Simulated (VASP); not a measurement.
# LiGe4N3 (P-43m) in VASP: settings compared, part 2 of 2

VASP 6.6.1. Earlier steps stand in the parts before.

### Step 4. Single point, r2SCAN

This run uses another cell than the first one, of 12.56 Å³/atom, 0.997 times its volume.

File INCAR:

```
ALGO = Normal ; EDIFF = 1E-6
ENCUT = 520 ; ISIF = 2
ISMEAR = 0 ; KPAR = 4
LASPH = T ; LCHARG = F
LMIXTAU = T ; LREAL = F
LWAVE = F ; METAGGA = R2SCAN
NELM = 150 ; PREC = Accurate
SIGMA = 0.1
```

File KPOINTS:

```
k-points
0
Gamma
  6 6 6
```

File POSCAR:

```
LiGe4N3                                 
1.0
    4.6488914309     -0.0000000000      0.0000000000
    0.0000000000      4.6488914309     -0.0000000000
    0.0000000000      0.0000000000      4.6488914309
  Li              Ge              N             
     1     4     3
Direct
     1.0000000000000000    0.0000000000000000    0.0000000000000000
     0.2939671482234972    0.2939671482234972    0.2939671482234972
     0.2939671482234972    0.7060328517765029    0.7060328517765029
     0.7060328517765029    0.7060328517765029    0.2939671482234972
     0.7060328517765029    0.2939671482234972    0.7060328517765029
     0.5000000000000000    0.0000000000000000    0.0000000000000000
     1.0000000000000000    0.5000000000000000    0.0000000000000000
     1.0000000000000000    0.0000000000000000    0.5000000000000000
```

Potentials or basis: VASP PAW PBE potentials, release 64 (Li_sv, Ge_d, N).

On the command line:

```console
> cat potpaw_PBE.64/Li_sv/POTCAR potpaw_PBE.64/Ge_d/POTCAR potpaw_PBE.64/N/POTCAR > POTCAR
> mpirun -np 4 vasp_std > vasp.out
```

OUTCAR:

```text
EDIFF = 1E-6
   ENCUT = 520
   ISIF = 2
   ISMEAR = 0
   LASPH = T
   LREAL = F
   METAGGA = R2SCAN
   NELM = 150
   PREC = Accurate

 ion  position               nearest neighbor table
   1  0.000  0.000  0.000-   2 2.37   3 2.37   4 2.37   5 2.37
   2  0.294  0.294  0.294-   6 2.16   7 2.16   8 2.16   1 2.37   3 2.71   4 2.71   5 2.71
   3  0.294  0.706  0.706-   6 2.16   7 2.16   8 2.16   1 2.37   2 2.71   4 2.71   5 2.71
   4  0.706  0.706  0.294-   6 2.16   7 2.16   8 2.16   1 2.37   2 2.71   3 2.71   5 2.71
   5  0.706  0.294  0.706-   6 2.16   7 2.16   8 2.16   1 2.37   2 2.71   3 2.71   4 2.71
   6  0.500  0.000  0.000-   2 2.16   3 2.16   4 2.16   5 2.16
[... 1149 lines left out ...]
  in kB      -47.3304800    -47.3304800    -47.3304800      0.0000000      0.0000000     -0.0000000
  external PRESSURE =     -47.3304800 kB  Pullay stress =       0.0000000 kB

 VOLUME and BASIS-vectors are now :
 -----------------------------------------------------------------------------
  energy-cutoff  :      520.00
  volume of cell :      100.47
      direct lattice vectors                 reciprocal lattice vectors
     4.648891431  0.000000000  0.000000000     0.215105045  0.000000000  0.000000000
     0.000000000  4.648891431  0.000000000     0.000000000  0.215105045  0.000000000
     0.000000000  0.000000000  4.648891431     0.000000000  0.000000000  0.215105045

 POSITION                                       TOTAL-FORCE (eV/Angst)
 -----------------------------------------------------------------------------------
      0.00000      0.00000      0.00000        -0.000000      0.000000     -0.000000
      1.36662      1.36662      1.36662         0.016907      0.016907      0.016907
      1.36662      3.28227      3.28227         0.016907     -0.016907     -0.016907
      3.28227      3.28227      1.36662        -0.016907     -0.016907      0.016907
      3.28227      1.36662      3.28227        -0.016907      0.016907     -0.016907
      2.32445      0.00000      0.00000        -0.000000     -0.000000     -0.000000
      0.00000      2.32445      0.00000        -0.000000     -0.000000     -0.000000
      0.00000      0.00000      2.32445        -0.000000      0.000000     -0.000000
 -----------------------------------------------------------------------------------
    total drift:                                0.000000      0.000000      0.000000

  FREE ENERGIE OF THE ION-ELECTRON SYSTEM (eV)
  ---------------------------------------------------
  free  energy   TOTEN  =       -82.7714756355 eV

  energy  without entropy=      -82.7656130548  energy(sigma->0) =      -82.76854435
```

OSZICAR:

```text
N       E                     dE             d eps       ncg     rms          rms(c)
DAV:   1     0.839107395736E+03    0.83911E+03   -0.34448E+04  2092   0.463E+03
DAV:   2     0.879163021053E+02   -0.75119E+03   -0.72994E+03  1760   0.103E+03
DAV:   3    -0.826725282964E+02   -0.17059E+03   -0.16619E+03  2004   0.265E+02
[... 14 lines left out ...]
DAV:  18    -0.827714505125E+02    0.11083E-03   -0.16775E-05  1932   0.271E-02    0.275E-03
DAV:  19    -0.827714929131E+02   -0.42401E-04   -0.47782E-06  1728   0.166E-02    0.828E-04
DAV:  20    -0.827714741007E+02    0.18812E-04   -0.60424E-07  1204   0.605E-03    0.547E-04
DAV:  21    -0.827714824118E+02   -0.83111E-05   -0.14028E-07  1076   0.330E-03    0.460E-04
DAV:  22    -0.827714757402E+02    0.66716E-05   -0.62945E-08  1020   0.197E-03    0.192E-04
DAV:  23    -0.827714756355E+02    0.10468E-06   -0.21254E-08  1012   0.131E-03
   1 F= -.82771476E+02 E0= -.82768544E+02  d E =-.586258E-02
```

stdout:

```text
POSCAR found type information on POSCAR LiGeN
 POSCAR found :  3 types and       8 ions
 scaLAPACK will be used
 -----------------------------------------------------------------------------
|                                                                             |
|                                                                             |
|     You enforced a specific xc type in the INCAR file but a different       |
|     I HOPE YOU KNOW WHAT YOU ARE DOING!                                     |
|                                                                             |
 -----------------------------------------------------------------------------

 LDA part: xc-table for (None), standard interpolation
 POSCAR, INCAR and KPOINTS ok, starting setup
 FFT: planning ... GRIDC
 FFT: planning ... GRID_SOFT
 FFT: planning ... GRID
 WAVECAR not read
 entering main loop
```

Run time: 70 s. Hardware: 4 MPI ranks of Intel Xeon Platinum 8488C (Sapphire Rapids), shared host; peak memory 0.26 GiB.

Results:

- Free energy: -82.7715 eV
- Largest force: 0.029 eV/Å
- Band gap on the k mesh: none (metal or under the smearing width)

Forces on the atoms (eV/Å):
```
Li   0.000  0.000  0.000
Ge   0.017  0.017  0.017
Ge   0.017 -0.017 -0.017
Ge  -0.017 -0.017  0.017
Ge  -0.017  0.017 -0.017
N    0.000  0.000  0.000
N    0.000  0.000  0.000
N    0.000  0.000  0.000
```

Caveat: the cutoff is under 1.25 times the usual one of these potentials, so pressure, stress and relaxed cells hold a basis-set (Pulay) error; the PAW data sets were made with another functional, which shifts forces and pressure a little.
